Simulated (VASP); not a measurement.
A run of VASP 6.6.1 is set up as follows.

Contents of INCAR:

```
SYSTEM = Ti3BiO3
PREC = Normal ; ENCUT = 520
EDIFF = 1E-4 ; ISMEAR = 0
SIGMA = 0.15 ; LREAL = .False.
LASPH = .True. ; NELM = 60
ALGO = Fast ; ISIF = 3
LWAVE = .False. ; LCHARG = .False.
GGA = PE ; IBRION = 2
NSW = 24 ; EDIFFG = -0.08
```

The input KPOINTS:

```
Automatic mesh
0
Gamma
  4 4 3
  0 0 0
```

Contents of POSCAR:

```
Ti3BiO3
1.0
    4.7156311000      0.0000000000      0.0000000000
   -2.3578155500      4.0838563300      0.0000000000
    0.0000000000      0.0000000000      5.4657891700
Ti Bi O
3 1 3
Direct
    0.5000000000      0.0000000000      0.0000000000
    0.0000000000      0.5000000000      0.0000000000
    0.5000000000      0.5000000000      0.0000000000
    0.0000000000      0.0000000000      0.0000000000
    0.5000000000      0.0000000000      0.5000000000
    0.0000000000      0.5000000000      0.5000000000
    0.5000000000      0.5000000000      0.5000000000
```

Potentials or basis: VASP PAW PBE potentials, release 64 (Ti_sv, Bi_d, O).

Run with:

```bash
$ cat potpaw_PBE.64/Ti_sv/POTCAR potpaw_PBE.64/Bi_d/POTCAR potpaw_PBE.64/O/POTCAR > POTCAR
$ mpirun -np 1 vasp_std > vasp.out
```

What does it give for the relaxed volume?

16.26 Å³/atom.

Predict the band gap on the k mesh.

none (metal or under the smearing width).

Stress tensor (GPa, compression positive):
```
-0.37  0.00  0.00
 0.00 -0.37  0.00
 0.00  0.00 -0.05
```

Caveat: the k mesh is coarse (spacing up to 0.38 Å⁻¹), so the values aren't converged; spin-orbit coupling is left out, which moves the levels of the heavy elements; an odd number of electrons without spin polarisation forces a metal; a magnetic or distorted state may lie lower; semilocal functionals often make such compounds metallic where correlation or magnetic order opens a gap, which also shifts bond lengths.
